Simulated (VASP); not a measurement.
Output of a VASP run:

File OSZICAR:
```
       N       E                     dE             d eps       ncg     rms          rms(c)
DAV:   1     0.747578607185E+02    0.74758E+02   -0.64638E+03  7002   0.151E+03
DAV:   2     0.393080088274E+01   -0.70827E+02   -0.70140E+02  7072   0.284E+02
DAV:   3     0.881212927075E+00   -0.30496E+01   -0.30406E+01  7988   0.667E+01
DAV:   4     0.804325666639E+00   -0.76887E-01   -0.76858E-01  8720   0.115E+01
DAV:   5     0.800932459617E+00   -0.33932E-02   -0.33917E-02  8504   0.193E+00    0.166E+00
DAV:   6     0.812866012025E+00    0.11934E-01   -0.28757E-02  8068   0.337E+00    0.756E-01
DAV:   7     0.814254180945E+00    0.13882E-02   -0.82548E-03  8286   0.160E+00    0.156E-01
DAV:   8     0.814111331625E+00   -0.14285E-03   -0.79062E-04  7312   0.456E-01    0.288E-02
DAV:   9     0.814044133174E+00   -0.67198E-04   -0.10306E-04  7822   0.104E-01    0.289E-02
DAV:  10     0.814022927326E+00   -0.21206E-04   -0.80512E-05  7174   0.732E-02    0.706E-03
DAV:  11     0.814022989176E+00    0.61850E-07   -0.14936E-06  8090   0.119E-02    0.216E-03
DAV:  12     0.814023651736E+00    0.66256E-06   -0.80050E-07  7188   0.997E-03    0.346E-04
DAV:  13     0.814023802931E+00    0.15120E-06   -0.15842E-07  7310   0.372E-03    0.409E-04
DAV:  14     0.814023808990E+00    0.60593E-08   -0.24123E-08  4520   0.163E-03
   1 F= 0.81402381E+00 E0= 0.81402381E+00  d E =0.000000E+00
```

File OUTCAR:
```
------------------------ aborting loop because EDIFF is reached ----------------------------------------
  FORCE on cell =-STRESS in cart. coord.  units (eV):
  Direction    XX          YY          ZZ          XY          YZ          ZX
  --------------------------------------------------------------------------------------
  Total        0.0069759      0.0069759     -0.0151208      0.0000000      0.0000000      0.0000000
  in kB        0.3414484      0.3414484     -0.7401147      0.0000000      0.0000000      0.0000000
  external PRESSURE =      -0.0190726 kB  Pullay stress =       0.0000000 kB
  volume of cell :       32.73
      direct lattice vectors                 reciprocal lattice vectors
    -1.743960910  1.743960910  2.690631390     0.000000000  0.286703674  0.185829988
     1.743960910 -1.743960910  2.690631390     0.286703674  0.000000000  0.185829988
     1.743960910  1.743960910 -2.690631390     0.286703674  0.286703674  0.000000000
 POSITION                                       TOTAL-FORCE (eV/Angst)
 -----------------------------------------------------------------------------------
      0.00000      0.00000      0.00000        -0.000000     -0.000000     -0.000000
 -----------------------------------------------------------------------------------
    total drift:                                0.000000      0.000000      0.000000
  FREE ENERGIE OF THE ION-ELECTRON SYSTEM (eV)
  ---------------------------------------------------
  free  energy   TOTEN  =         0.8140238090 eV

  energy  without entropy=        0.8140238090  energy(sigma->0) =        0.81402381

 total charge

# of ion       s       p       d       tot
------------------------------------------
    1        1.086   0.405   9.836  11.326
```
(Selected blocks of OUTCAR.)

File POSCAR:
```
In
1
   -1.7439609103     1.7439609103     2.6906313899
    1.7439609103    -1.7439609103     2.6906313899
    1.7439609103     1.7439609103    -2.6906313899
In
1
Direct
  0.0000000000   0.0000000000   0.0000000000
```

Problem. Write an INCAR and KPOINTS that could have produced this output.

Solution. Several could match; the one computed here: the input of the run itself, vdW-DF2, plane waves, VASP's PBE PAW potentials (set 64).

### KPOINTS
```
Regular mesh
0
Gamma
16 16 16
```

**INCAR**
```
AGGAC = 0.0
ALGO = Normal
EDIFF = 1E-7
ENCUT = 520
GGA = ML
ISIF = 2
ISMEAR = -5
LASPH = .TRUE.
LCHARG = .TRUE.
LMAXMIX = 4
LORBIT = 11
LREAL = .FALSE.
LUSE_VDW = .TRUE.
LWAVE = .FALSE.
NEDOS = 601
NELM = 100
PREC = Accurate
SYSTEM = In
ZAB_VDW = -1.8867
```

POTCAR, in this order: In_d (PBE.64 set). Program: vasp_std.

For a metal the tetrahedron method with Blöchl corrections gives inexact stress and forces.

The compound is In in the bct structure. It was relaxed first, which changed the volume by +25 %.
